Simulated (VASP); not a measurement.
Input:

```xyz
4
Lattice="0.0000 2.0371 2.0371 2.0371 0.0000 2.0371 7.5204 7.5204 0.6280" Properties=species:S:1:pos:R:3 pbc="T T T"
Pd     7.4569     7.4569     0.6915
Pd     3.9806     3.9806     4.1677
Al     3.7029     3.7029     0.3712
Al     7.7346     7.7346     4.4879
```

The numbers are results of PBEsol GGA, VASP's PBE PAW potentials (set 64) (plane waves; VASP), not measurements. Numerical set-up: 400 eV cut-off, 15×15×4 Γ-centred mesh, tetrahedra with Blöchl corrections, potentials Pd Al.

The cores are frozen, which limits the accuracy of field gradients.

Q: Give the principal components of the electric field gradient (V/Å²) and the asymmetry η at each nucleus.

A: 
```json
[
 {"atom": "Pd1", "Vxx": "-20.2", "Vyy": "-20.2", "Vzz": "40.5", "η": "0.00"},
 {"atom": "Pd2", "Vxx": "-20.2", "Vyy": "-20.2", "Vzz": "40.5", "η": "0.00"},
 {"atom": "Al3", "Vxx": "10.9", "Vyy": "10.9", "Vzz": "-21.7", "η": "0.00"},
 {"atom": "Al4", "Vxx": "10.9", "Vyy": "10.9", "Vzz": "-21.7", "η": "0.00"}
]
```

The structure was generated: Al2Pd2 was put into an ordered model structure (R-3m), which need not be its known phase. It was relaxed first.
